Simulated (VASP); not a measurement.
Be3ZnSe4:

```xyz
8
Lattice="5.3838 0.0000 0.0000 0.0000 5.3838 0.0000 0.0000 0.0000 5.3838" Properties=species:S:1:pos:R:3 pbc="T T T"
Be    0.0000    0.0000    2.6919
Be    0.0000    2.6919    0.0000
Be    2.6919    0.0000    0.0000
Zn    2.6919    2.6919    2.6919
Se    4.0720    4.0720    1.3118
Se    4.0720    1.3118    4.0720
Se    1.3118    4.0720    4.0720
Se    1.3118    1.3118    1.3118
```

The cell was built by a generator and needn't be a form met in nature.

| Quantity | Value |
| --- | --- |
| Program | VASP 6.6.1 |
| Task | relaxation of cell and atoms |
| Functional | PBE |
| Potentials or basis | VASP PAW PBE potentials, release 64 (Be, Zn, Se) |
| Cutoff | 520 eV |
| k mesh | 3 × 3 × 3 |
| Occupations | gaussian, width 0.15 eV |
| Spin | no spin polarisation |

At the start: pressure -1.9 GPa; volume 19.51 Å³/atom.

Task: How do energy, volume and symmetry change on relaxing?

Result: Over 6 steps the energy falls by 15.9 meV/atom and the volume is 18.93 Å³/atom (-3.0 %); space group P-43m (No. 215, to 0.05 Å).

Step by step:
| step | energy change (eV) | largest force (eV/Å) | pressure (GPa) | volume (Å³) |
| --- | --- | --- | --- | --- |
| 1 | 0.0000 | 0.8065 | -1.87 | 156.05 |
| 2 | -0.1139 | 0.3123 | 0.33 | 150.98 |
| 3 | -0.1202 | 0.1896 | 0.56 | 149.80 |
| 4 | -0.1202 | 0.1295 | 1.16 | 149.25 |
| 5 | -0.1204 | 0.1698 | 0.90 | 149.56 |
| 6 | -0.1271 | 0.0327 | -0.25 | 151.42 |

Final structure:
```
CELL_PARAMETERS angstrom
5.32999 0.00000 0.00000
0.00000 5.32999 0.00000
0.00000 0.00000 5.32999
ATOMIC_POSITIONS crystal
Be 0.00000 0.00000 0.50000
Be 0.00000 0.50000 0.00000
Be 0.50000 0.00000 0.00000
Zn 0.50000 0.50000 0.50000
Se 0.76312 0.76312 0.23688
Se 0.76312 0.23688 0.76312
Se 0.23688 0.76312 0.76312
Se 0.23688 0.23688 0.23688
```
